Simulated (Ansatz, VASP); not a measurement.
# Te (Tellurium): VASP beside Ansatz

One calculation is typed for both programs; each brings its own data sets. How far apart do they land? The cell is taken from a series of runs on this material, whose earlier steps may have relaxed, scaled, displaced or heated it; both programs get it as it stands.

Main program and level: Ansatz 0.2.0; plane waves, with VASP 6.6.1 beside it; zone-centre phonons at PBEsol.

## Step 1: The structure

Symmetry: P3_121, No. 152, trigonal system. The conventional cell has a = 4.230 Å, b = 4.230 Å, c = 5.957 Å, α = 90.00°, β = 90.00°, γ = 120.00°. Nearest to Te lie 2 Te at 2.91 Å.

## Step 2: Ansatz: zone-centre phonons, PBEsol

Ansatz runs on its PAW soft_1 files.

Second derivatives magnify differences that forces hide, and they need a tight electronic threshold.

Contents of input.yaml:

```yaml
crystal:
  lattice:
    - [4.22972952, 0.0, 0.0]
    - [-2.11486476, 3.6630532155, 0.0]
    - [0.0, 0.0, 5.9572762824]
  atoms:
    - { symbol: Te, position: [0.2908844796, 0.0, 0.3333333333] }
    - { symbol: Te, position: [0.0, 0.2908844796, 0.6666666667] }
    - { symbol: Te, position: [0.7091155204, 0.7091155204, 0.0] }
kpoints:
  mp_grid: { grid: [12, 12, 8] }
hamiltonian:
  xc: pbesol
  pseudopotentials: { kind: paw, azcp: { folder: soft_1 }, xc_functional: pbe }
scf:
  occupations: { method: methfessel_paxton, width: 0.2 }
output:
  eigenvalues: true
phonons:
  method: dfpt
```

Command:

```
ansatz run input.yaml --threads 4 --pin off --max-ram 10240MiB --backend cpu --events-out ev --progress --plain --runs-dir out
```

Numbers of over 12 decimals in the logs are rounded to 6 here.

The log of the run:

```text
zone centre: on kpoints.mp_grid the ground state, and the responses unless they are solved on pairs of k-points, stand on 320 of the mesh's 1152 k-points, reduced under 2 symmetry operations, with k and −k counted as one. Each operation leaves every solved displacement unchanged or reverses it
Engine: ansatz 0.2.0, aarch64-unknown-linux-gnu
Pseudopotentials: kind: paw
Pseudopotential: Te, paw, valence charge 16, recommended cutoff 420 eV (normal), soft_1/Te.paw.azcp
Functional definition: PBEsol
  exchange = pbesol_x
  correlation = pbesol_c
Crystal: 3 atoms, lattice volume = 92.300 Å³
Basis set: ecut = 420 eV, 1801 PW (Γ), exchange–correlation on 60×60×96 points (8 copies of the dense FFT grid, shifted against one another)
Bands: 29, of which v1, the nominal top of the filled ones, is band 24 counted from 1 (23 counted from 0)
Symmetry: 6 space group operations
k-points: 320 of 1152 (irreducible under 2 space group operations, time reversal used)
Non-local potential: Te, projectors of the file, l = 0: 2, l = 1: 2, l = 2: 2, l = 3: 1
PAW form: soft (Blöchl's): semilocal exchange-correlation on the pseudo side does not see the compensation charge
PAW frozen core: Te, regenerated for the run's functional, and the local potential with it (the file was generated under x = pbe(κ = 0.804, μ = 0.219515), c = pbe(β = 0.066725))
PAW one-centre angular grid: Te, 590 points (default); XC on 64 Gauss nodes
Initial density: superposition of atomic densities (chi_scale 0.1, normalization cell)
Initial wavefunctions: pseudopotential atomic-orbital guess
Functional: x = pbesol(κ = 0.804, μ = 0.123457), c = pbesol(β = 0.046)
SCF iter   1: F=—  HF=-20704.805749 eV  |F-HF|=—  |Δ(HF+E_count)|=         —  Δρ=1.37e-2  dr2=1.25e-1  ethr=3.10e-3  ⟨swp⟩=8.6  Hψ=45987  notcnv=0
preconditioner: auto → Resta (q_TF=auto, 2.447 Å⁻¹)  ε∞=4.5  [insulator: Δε(μ)=0.190 eV  Ē_g=8.812 eV  σ=0.200 eV  W_gap=0.59  n_scr=22 (ndim 8)  ℏωp=16.4 eV  f_vac=0.000  D(μ)=-0.05/eV (n_scr^D=0)  ε∞_Penn≈4.5]
SCF iter   2: F=—  HF=-20704.790068 eV  |F-HF|=—  |Δ(HF+E_count)|=   1.57e-2  S|Δr|=    0.00e0  Δρ=8.02e-3  dr2=4.20e-2  ethr=2.60e-4  ⟨swp⟩=1.0  Hψ=11856  notcnv=0  defer=2
SCF iter   3: F=—  HF=-20704.783982 eV  |F-HF|=—  |Δ(HF+E_count)|=   6.09e-3  S|Δr|=    0.00e0  Δρ=6.29e-4  dr2=3.52e-4  ethr=8.74e-5  ⟨swp⟩=2.0  Hψ=13192  notcnv=0  defer=2
SCF iter   4: F=—  HF=-20704.784087 eV  |F-HF|=—  |Δ(HF+E_count)|=   1.05e-4  S|Δr|=    0.00e0  Δρ=2.06e-4  dr2=4.33e-5  ethr=7.34e-7  ⟨swp⟩=2.5  Hψ=16870  notcnv=0  defer=2
SCF iter   5: F=—  HF=-20704.784101 eV  |F-HF|=—  |Δ(HF+E_count)|=   1.45e-5  S|Δr|=    0.00e0  Δρ=7.41e-5  dr2=7.18e-6  ethr=9.01e-8  ⟨swp⟩=2.0  Hψ=16527  notcnv=0  defer=2
SCF iter   6: F=—  HF=-20704.784105 eV  |F-HF|=—  |Δ(HF+E_count)|=   3.46e-6  S|Δr|=    0.00e0  Δρ=1.62e-5  dr2=2.62e-7  ethr=1.50e-8  ⟨swp⟩=3.0  Hψ=18009  notcnv=0  defer=2
SCF iter   7: F=—  HF=-20704.784105 eV  |F-HF|=—  |Δ(HF+E_count)|=   8.92e-8  S|Δr|=    0.00e0  Δρ=2.24e-6  dr2=4.23e-9  ethr=5.46e-10  ⟨swp⟩=2.0  Hψ=12073  notcnv=0  defer=2
SCF iter   8: F=—  HF=-20704.784105 eV  |F-HF|=—  |Δ(HF+E_count)|=   5.99e-9  S|Δr|=    0.00e0  Δρ=6.71e-7  dr2=3.15e-10  ethr=8.80e-12  ⟨swp⟩=2.0  Hψ=16945  notcnv=0  defer=2
SCF iter   9: F=—  HF=-20704.784105 eV  |F-HF|=—  |Δ(HF+E_count)|=  1.13e-10  S|Δr|=    0.00e0  Δρ=2.18e-7  dr2=3.03e-11  ethr=1.00e-12  ⟨swp⟩=3.0  Hψ=16805  notcnv=0  defer=2
SCF iter  10: F=-20704.784105 eV  HF=-20704.784105 eV  |F-HF|=3.64e-12  |Δ(HF+E_count)|=  1.09e-11  S|Δr|=    0.00e0  Δρ=6.84e-8  dr2=2.71e-12  ethr=1.00e-12  ⟨swp⟩=9.0  Hψ=52216  notcnv=0
SCF 1 converged in 10 iterations: F = -20704.784105 eV  dr2 = 2.71e-12
  greatest PAW one-centre occupation: 0.998 electrons in one spin orbital (limit 2), on the Te atom at site 0 (counted from 0), in its partial waves of l = 2
DFPT response loops at Γ: preconditioner auto → Kerker (q_TF=auto, 2.447 Å⁻¹) (partly filled bands, converged f_vac=0.006); β = 1.00, the filter's whole step (`scf.mixing.beta` (0.50) is not read by the response loops under this deck's `scf.mixing.preconditioner`; to damp them name `kerker` or `kerker_dos`, under which they read `scf.mixing.beta`, and type it under 1.00, their step now; both keys bind the ground state too); Broyden in place of MSR1
SCF converged after 10 iterations
Stability not checked: this state was not tested for a lower state beside it, because cold or Methfessel-Paxton smearing, or corrected tetrahedra, fill the levels in a way that the test cannot read (fill_not_monotonic; see scf.lower_state_search)
Free energy (F): -20704.784105 eV
Harris-Foulkes:  -20704.784105 eV  (|F-HF|=3.64e-12)
Internal energy: -20704.788340 eV  (E = F + TS)
E sigma→0 (E₀):  -20704.785164 eV
Entropy (-TS):   0.004235 eV (1.412 meV/atom)
Fermi energy:    10.199505 eV
Step filling:    the computed levels leave a gap of 0.0000 eV = 0.0 smearing widths at the electron count; against every level under it full and every level over it empty, smearing changes F+E_penalty+E_count by +0.701 meV and its σ→0 estimate by -0.358 meV
--- Per-component energies (eV) ---
  E_band       = -738.514178
  E_kinetic    = 518.166706
  E_local      = -4603.150051  (includes V_loc(G=0)·N_el)
  E_nonlocal   = 200.839848
  E_hartree    = 2315.011413
  E_xc         = -366.799052
  E_vxc        = -308.303026  (∫ρ·V_xc dr)
  E_paw        = -13773.492669  (= ΣΔE_a)
  E_vpaw       = -1176.090689  (= ΣTr[D̂ρ^β])
  E_aug_tail   = 0.000252  (compensation charges beyond the density's cutoff)
  E_ewald      = -4996.489221
  E_core_change = 1.124434  (= ΣΔE_core)
  E_smearing   = 0.004235  (= −TS)
  E_closure    = 0.000000  (closes the sum)
  Σ components = -20704.784105   (vs F -20704.784105, Δ=0.00e0)
--- Band table (eV; the first three rows and the last of 320) ---
  k-point 0: bands = [... 20 lower, 7.6702, 8.3726, 8.3726, 8.9308, 11.2459, 11.2459, 11.9927, 14.9439, ... 1 higher]
  k-point 1: bands = [... 20 lower, 7.7612, 8.4349, 8.6286, 8.9699, 11.0965, 11.1195, 11.8184, 14.4317, ... 1 higher]
  k-point 2: bands = [... 20 lower, 7.6938, 8.6448, 9.0218, 9.0859, 10.7680, 10.8163, 11.3993, 14.0179, ... 1 higher]
  k-point 319: bands = [... 20 lower, 5.2779, 8.5928, 8.9636, 9.9646, 10.7704, 11.6818, 11.7604, 15.0686, ... 1 higher]
--- Phonons (Γ-DFPT): 3 representative perturbations + reference, on 320 of 1152 k-points (Σ response iterations 9) ---
  k mesh reduced under 2 symmetry operations, with k and −k counted as one. Each operation leaves every solved displacement unchanged or reverses it
  ASR residual: 3.389e-5 → 0.000e0 eV/Å²; symmetrization residual: 2.568e-6 eV/Å²
  ASR residual per site (eV/Å²): 3.39e-5 3.39e-5 3.39e-5
  Γ frequencies (cm⁻¹): 0.00 0.00 0.00 80.75 80.75 89.77 95.23 126.66 126.66
  non-analytic LO–TO correction: not included (Born effective charges unavailable; polar crystals: no LO–TO splitting at Γ)
```

(Part 1 of 2 ends here.)

[Lines on the potential files, build, host, timing and source positions are cut from VASP's logs without a mark.]

[Logs are printed without paths, hosts, clocks, repeated set-up lines and the standing remarks that a program may print on its own settings, such as how far it seeks lower states.]

[Hosts, paths, dates, database ids (printed as entryN), source tags and the programs' standing remarks are cut or masked in the printed files.]
